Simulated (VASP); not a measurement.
Here is the system:

```
CELL_PARAMETERS angstrom
     -1.65090     1.65090     1.65090
      1.65090    -1.65090     1.65090
      1.65090     1.65090    -1.65090
ATOMIC_POSITIONS crystal
  Nb 0.00000 0.00000 0.00000
```

These are r2SCAN meta-GGA, VASP's PBE PAW potentials (set 64) (plane waves; VASP) values and carry that method's errors. Numerical set-up: 480 eV cut-off, 14×14×14 Γ-centred mesh, first-order Methfessel-Paxton smearing of 0.10 eV, potentials Nb_sv.

Each row applies one change to this cell, which was relaxed at other settings and keeps the small stress of the first row; at a fixed cut-off the stress holds a Pulay part, so it need not integrate to ΔE exactly. Stress is in GPa, positive when the cell is compressed.

| change | ΔE (meV/atom) | σxx | σyy | σzz | largest shear component, with its sign (GPa) | largest force (eV/Å) |
|---|---|---|---|---|---|---|
| none | 0.0 | 0.32 | 0.32 | 0.32 | 0.00 | 0.000 |
| biaxial strain of +3.0 % in the xy plane | 32.7 | -10.00 | -10.00 | -6.67 | 0.00 | 0.000 |
| isotropic strain of +4.0 % | 118.9 | -16.40 | -16.40 | -16.40 | 0.00 | 0.000 |
| biaxial strain of -1.5 % in the yz plane | 11.4 | 4.59 | 6.28 | 6.28 | 0.00 | 0.000 |
| biaxial strain of +1.0 % in the yz plane | 2.9 | -2.20 | -3.32 | -3.32 | 0.00 | 0.000 |
| uniaxial strain of -1.5 % along z | 4.1 | 2.32 | 2.32 | 4.26 | 0.00 | 0.000 |
| uniaxial strain of +4.0 % along z | 18.0 | -4.79 | -4.79 | -8.71 | 0.00 | 0.000 |

Failed runs are left out, and for metals the shear rows, which the mesh's noise covers.

The compound is Nb in the bcc structure.
